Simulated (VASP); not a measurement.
# BeB (Pm-3m) in VASP: settings compared

The runs below take BeB through relaxation of cell and atoms, with PBE, LDA.

All numbers are computed with VASP 6.6.1; they aren't measurements. Logs are shortened: lines on timing, memory, paths and dates and some standing lists are left out, and cuts for length are marked.

## (1) The crystal as given

It takes space group Pm-3m (No. 221, cubic). The conventional cell has a = 2.397 Å, b = 2.397 Å, c = 2.397 Å, α = 90.00°, β = 90.00°, γ = 90.00°. Be (site symmetry m-3m) is surrounded by 8 B at 2.08 Å. B (site symmetry m-3m) is surrounded by 8 Be at 2.08 Å.

The cell was built by a generator and needn't be a form met in nature.

## (2) Relaxation of cell and atoms, PBE

INCAR reads:

```
SYSTEM = BeB
PREC     = Accurate       ! precision mode
ENCUT    = 600            ! plane-wave cutoff, eV
EDIFF    = 1E-7           ! SCF threshold, eV
ISMEAR   = 0              ! smearing method
SIGMA    = 0.05           ! smearing width, eV
LREAL    = .FALSE.        ! projectors in reciprocal space
LASPH    = .TRUE.         ! aspherical terms in the spheres
NELM     = 60             ! most SCF steps
ALGO     = Normal         ! electronic algorithm
ISIF     = 3              ! what is computed and relaxed
LWAVE    = .FALSE.        ! write WAVECAR
LCHARG   = .FALSE.        ! write CHGCAR
GGA      = PE             ! functional
IBRION   = 2              ! ionic algorithm
NSW      = 40             ! ionic steps
EDIFFG   = -0.005         ! ionic threshold
```

KPOINTS reads:

```
Automatic mesh
0
G
  11 11 11
  0 0 0
```

POSCAR reads:

```
BeB
1.0
    2.3967500000      0.0000000000      0.0000000000
    0.0000000000      2.3967500000      0.0000000000
    0.0000000000      0.0000000000      2.3967500000
Be B
1 1
Direct
    0.0000000000      0.0000000000      0.0000000000
    0.5000000000      0.5000000000      0.5000000000
```

Potentials or basis: VASP PAW PBE potentials, release 64 (Be, B).

On the command line:

```bash
$ cat potpaw_PBE.64/Be/POTCAR potpaw_PBE.64/B/POTCAR > POTCAR
$ mpirun -np 1 vasp_std > vasp.out
```

OUTCAR:

```text
SYSTEM = BeB
   PREC = Accurate
   ENCUT = 600
   EDIFF = 1E-7
   ISMEAR = 0
   LREAL = .FALSE.
   LASPH = .TRUE.
   NELM = 60
   ISIF = 3
   GGA = PE
   IBRION = 2
   NSW = 40
   EDIFFG = -0.005

 ion  position               nearest neighbor table
   1  0.000  0.000  0.000-   2 2.08   2 2.08   2 2.08   2 2.08   2 2.08   2 2.08   2 2.08   2 2.08

   2  0.500  0.500  0.500-   1 2.08   1 2.08   1 2.08   1 2.08   1 2.08   1 2.08   1 2.08   1 2.08

  LATTYP: Found a simple cubic cell.
 ALAT       =     2.3967500000

  Lattice vectors:

 A1 = (   2.3967500000,   0.0000000000,   0.0000000000)
 A2 = (   0.0000000000,   2.3967500000,   0.0000000000)
 A3 = (   0.0000000000,   0.0000000000,   2.3967500000)

Analysis of symmetry for initial positions (statically):
=====================================================================
 Subroutine PRICEL returns:
 Original cell was already a primitive cell.

 Routine SETGRP: Setting up the symmetry group for a
 simple cubic supercell.

 Subroutine GETGRP returns: Found 48 space group operations
 (whereof 48 operations were pure point group operations)
 out of a pool of 48 trial point group operations.

The static configuration has the point symmetry O_h .

Analysis of symmetry for dynamics (positions and initial velocities):
=====================================================================
 Subroutine PRICEL returns:
 Original cell was already a primitive cell.

 Routine SETGRP: Setting up the symmetry group for a
 simple cubic supercell.

 Subroutine GETGRP returns: Found 48 space group operations
 (whereof 48 operations were pure point group operations)
 out of a pool of 48 trial point group operations.

The dynamic configuration has the point symmetry O_h .

 Subroutine INISYM returns: Found 48 space group operations
 (whereof 48 operations are pure point group operations),
 and found     1 'primitive' translations

----------------------------------------------------------------------------------------

                                     Primitive cell

  volume of cell :      13.7679

  direct lattice vectors                    reciprocal lattice vectors
[... 146 lines left out ...]
  Total        0.0241194      0.0241194      0.0241194      0.0000000      0.0000000      0.0000000
  in kB        2.8067799      2.8067799      2.8067799      0.0000000      0.0000000      0.0000000
  external PRESSURE =       2.8067799 kB  Pullay stress =       0.0000000 kB

 VOLUME and BASIS-vectors are now :
 -----------------------------------------------------------------------------
  energy-cutoff  :      600.00
  volume of cell :       13.77
      direct lattice vectors                 reciprocal lattice vectors
     2.396750000  0.000000000  0.000000000     0.417231668  0.000000000  0.000000000
     0.000000000  2.396750000  0.000000000     0.000000000  0.417231668  0.000000000
     0.000000000  0.000000000  2.396750000     0.000000000  0.000000000  0.417231668

 POSITION                                       TOTAL-FORCE (eV/Angst)
 -----------------------------------------------------------------------------------
      0.00000      0.00000      0.00000         0.000000      0.000000      0.000000
      1.19837      1.19837      1.19837         0.000000      0.000000      0.000000
 -----------------------------------------------------------------------------------
    total drift:                                0.000000      0.000000      0.000000

  FREE ENERGIE OF THE ION-ELECTRON SYSTEM (eV)
  ---------------------------------------------------
  free  energy   TOTEN  =        -9.0650210041 eV

  energy  without entropy=       -9.0644150145  energy(sigma->0) =       -9.06471801

--------------------------------------- Ionic step        2  -------------------------------------------

 number of electron       5.0000000 magnetization

 Free energy of the ion-electron system (eV)
  ---------------------------------------------------
  ext. energy  EPLUGINS =         0.00000000
  ---------------------------------------------------
  free energy    TOTEN  =        -9.06504005 eV

  energy without entropy =       -9.06444666  energy(sigma->0) =       -9.06474336

 E-fermi :   8.8240     XC(G=0): -11.6902

 val. band max:        8.7781313135   @ k =   0.4545   0.2727   0.0000
 cond. band min:       8.8849981889   @ k =   0.4545   0.2727   0.0909
 fundamental gap:      0.1068668754
 Fermi energy:         8.8240427895

 k-point     1 :       0.0000    0.0000    0.0000
  band No.  band energies     occupation
      1      -6.5347      2.00000
      2      10.9769      0.00000
      3      10.9769      0.00000
      4      10.9769      0.00000
      5      19.1236      0.00000
      6      19.1236      0.00000
[... 199 lines left out ...]
 k-point    24 :       0.2727    0.0909    0.0909
  band No.  band energies     occupation
      1      -4.7422      2.00000
      2       4.5118      2.00000
      3      10.9864      0.00000
      4      12.2104      0.00000
      5      21.4220      0.00000
      6      21.9486      0.00000

 [... further k-points ...]

------------------------ aborting loop because EDIFF is reached ----------------------------------------

  FORCE on cell =-STRESS in cart. coord.  units (eV):
  Direction    XX          YY          ZZ          XY          YZ          ZX
  --------------------------------------------------------------------------------------
  -------------------------------------------------------------------------------------
  Total       -0.0010673     -0.0010673     -0.0010673      0.0000000      0.0000000     -0.0000000
  in kB       -0.1239901     -0.1239901     -0.1239901      0.0000000      0.0000000     -0.0000000
  external PRESSURE =      -0.1239901 kB  Pullay stress =       0.0000000 kB

 VOLUME and BASIS-vectors are now :
 -----------------------------------------------------------------------------
  energy-cutoff  :      600.00
  volume of cell :       13.79
      direct lattice vectors                 reciprocal lattice vectors
     2.398144408 -0.000000000  0.000000000     0.416989067 -0.000000000 -0.000000000
     0.000000000  2.398144408 -0.000000000     0.000000000  0.416989067 -0.000000000
     0.000000000  0.000000000  2.398144408    -0.000000000  0.000000000  0.416989067

 POSITION                                       TOTAL-FORCE (eV/Angst)
 -----------------------------------------------------------------------------------
      0.00000      0.00000      0.00000        -0.000000     -0.000000      0.000000
      1.19907      1.19907      1.19907         0.000000      0.000000      0.000000
 -----------------------------------------------------------------------------------
    total drift:                                0.000000      0.000000      0.000000

  FREE ENERGIE OF THE ION-ELECTRON SYSTEM (eV)
  ---------------------------------------------------
  free  energy   TOTEN  =        -9.0650400538 eV

  energy  without entropy=       -9.0644466581  energy(sigma->0) =       -9.06474336

 reached required accuracy - stopping structural energy minimisation
```

OSZICAR:

```text
N       E                     dE             d eps       ncg     rms          rms(c)
DAV:   1     0.256684410813E+01    0.25668E+01   -0.27285E+03   678   0.738E+02
DAV:   2    -0.889685139457E+01   -0.11464E+02   -0.10893E+02   930   0.110E+02
DAV:   3    -0.911754468113E+01   -0.22069E+00   -0.21907E+00   942   0.134E+01
DAV:   4    -0.911966211666E+01   -0.21174E-02   -0.21170E-02  1044   0.726E-01
DAV:   5    -0.911966256623E+01   -0.44958E-06   -0.44957E-06   924   0.855E-03    0.167E+00
DAV:   6    -0.907995808050E+01    0.39704E-01   -0.24146E-02   906   0.109E+00    0.101E+00
DAV:   7    -0.906550929443E+01    0.14449E-01   -0.18143E-02   936   0.960E-01    0.242E-01
DAV:   8    -0.906501958046E+01    0.48971E-03   -0.29914E-04   750   0.281E-01    0.106E-02
DAV:   9    -0.906502013290E+01   -0.55244E-06   -0.18996E-06   972   0.158E-02    0.897E-03
DAV:  10    -0.906502105310E+01   -0.92021E-06   -0.64021E-07   906   0.805E-03    0.658E-04
DAV:  11    -0.906502100415E+01    0.48954E-07   -0.47873E-08   522   0.178E-03
   1 F= -.90650210E+01 E0= -.90647180E+01  d E =-.906502E+01
       N       E                     dE             d eps       ncg     rms          rms(c)
DAV:   1    -0.906504452815E+01   -0.23475E-04   -0.26491E-04   786   0.201E-01    0.109E-02
DAV:   2    -0.906504147299E+01    0.30552E-05   -0.34738E-06   876   0.174E-02    0.560E-03
DAV:   3    -0.906504024870E+01    0.12243E-05   -0.26067E-06   816   0.119E-02    0.920E-04
DAV:   4    -0.906504005258E+01    0.19612E-06   -0.92370E-08   510   0.227E-03    0.279E-04
DAV:   5    -0.906504005382E+01   -0.12356E-08   -0.15173E-08   354   0.107E-03
   2 F= -.90650401E+01 E0= -.90647434E+01  d E =-.190497E-04
```

CONTCAR:

```text
BeB
   1.00000000000000
     2.3981444081668695   -0.0000000000000000    0.0000000000000000
     0.0000000000000000    2.3981444081668695   -0.0000000000000000
     0.0000000000000000    0.0000000000000000    2.3981444081668695
  Be              B
     1     1
Direct
     0.0000000000000000    0.0000000000000000    0.0000000000000000
     0.5000000000000000    0.5000000000000000    0.5000000000000000

  0.00000000E+00  0.00000000E+00  0.00000000E+00
  0.00000000E+00  0.00000000E+00  0.00000000E+00
```

Run time: 4.3 s. Hardware: 1 thread of AMD EPYC 9R14 (Zen 4), shared host; peak memory 0.09 GiB.

Results:

* Free energy: -9.0650 eV
* Relaxed volume: 6.90 Å³/atom
* Relaxed cell: a = 2.398 Å, b = 2.398 Å, c = 2.398 Å, α = 90.00°, β = 90.00°, γ = 90.00°
* Space group after relaxing (to 0.05 Å): Pm-3m (No. 221)
* Energy gained by relaxing: 0.0 meV/atom
* Ionic steps: 2
* Pressure after relaxing: 0.0 GPa
* Band gap on the k mesh: none (metal or under the smearing width)

Final structure:
```cif
data_structure
_symmetry_space_group_name_H-M 'P 1'
_symmetry_Int_Tables_number 1
_cell_length_a 2.3981
_cell_length_b 2.3981
_cell_length_c 2.3981
_cell_angle_alpha 90.000
_cell_angle_beta 90.000
_cell_angle_gamma 90.000
_cell_volume 13.79
loop_
_atom_site_label
_atom_site_type_symbol
_atom_site_fract_x
_atom_site_fract_y
_atom_site_fract_z
_atom_site_occupancy
Be1 Be 0.00000 0.00000 0.00000 1
B1 B 0.50000 0.50000 0.50000 1
```

## (3) Relaxation of cell and atoms, LDA

INCAR reads:

```
SYSTEM = BeB
  PREC = Accurate
  ENCUT = 600
  EDIFF = 1E-6
  ISMEAR = 0
  SIGMA = 0.05
  LREAL = .False.
  LASPH = .True.
  NELM = 60
  ALGO = Fast
  ISIF = 3
  LWAVE = .False.
  LCHARG = .False.
  GGA = CA
  IBRION = 2
  NSW = 60
  EDIFFG = -0.02
```

KPOINTS reads:

```
regular mesh
0
Gamma
  11 11 11
  0 0 0
```

POSCAR is that of step 2.

Potentials or basis: VASP PAW LDA potentials, release 64 (Be, B).

On the command line:

```bash
$ cat potpaw_LDA.64/Be/POTCAR potpaw_LDA.64/B/POTCAR > POTCAR
$ mpirun -np 1 vasp_std > vasp.out
```

It took 3.9 s on 1 thread of AMD EPYC 9R14 (Zen 4), shared host; peak memory 0.09 GiB.

It converged, with:

```
Free energy                            : -10.2503 eV
Relaxed volume                         : 6.60 Å³/atom
Relaxed cell                           : a = 2.363 Å, b = 2.363 Å, c = 2.363 Å, α = 90.00°, β = 90.00°, γ = 90.00°
Space group after relaxing (to 0.05 Å) : Pm-3m (No. 221)
Energy gained by relaxing              : 6.1 meV/atom
Ionic steps                            : 2
Pressure after relaxing                : 0.1 GPa
Band gap on the k mesh                 : none (metal or under the smearing width)
```

Step by step:
```csv
step,energy change (eV),largest force (eV/Å),pressure (GPa),volume (Å³)
1,0.0000,0.0000,-6.74,13.77
2,-0.0122,0.0000,0.08,13.20
```

Final structure:
```
Be B
1.0
     2.36328    0.00000    0.00000
     0.00000    2.36328    0.00000
     0.00000    0.00000    2.36328
Be B
1 1
Direct
  0.00000 0.00000 0.00000
  0.50000 0.50000 0.50000
```

Levels at points of the mesh, in eV from the Fermi level:
| k point | band 1 | band 2 | band 3 | band 4 | band 5 | band 6 |
| --- | --- | --- | --- | --- | --- | --- |
| (0.00, 0.00, 0.00) | -15.63 | 2.09 | 2.09 | 2.09 | 10.54 | 10.54 |

## (4) The reference run

An earlier run on the cell as given: functional PBE; potentials or basis VASP PAW PBE potentials, release 64 (Be, B); cutoff 520 eV; k mesh 11 × 11 × 11; occupations fermi-dirac, width 0.05 eV; no spin polarisation.

- Pressure: 0.3 GPa
- Band gap on the k mesh: none (metal or under the smearing width)

## (5) Summary

```csv
task,level,potentials or basis,cell,cutoff (eV),smearing,gap on the mesh (eV),pressure (GPa),relaxed volume (Å³/atom)
relaxation of cell and atoms,PBE,"VASP PAW PBE potentials, release 64 (Be, B)",relaxed,600,gaussian 0.05 eV,none,0.0,6.90
relaxation of cell and atoms,LDA,"VASP PAW LDA potentials, release 64 (Be, B)",relaxed,600,gaussian 0.05 eV,none,0.1,6.60
single point,PBE,"VASP PAW PBE potentials, release 64 (Be, B)",as given,520,fermi-dirac 0.05 eV,none,0.3,-
```

Alike in all rows: no spin polarisation; k mesh 11 × 11 × 11.

Total energies depend on the potentials used, so only differences within one code and one set of settings carry meaning.
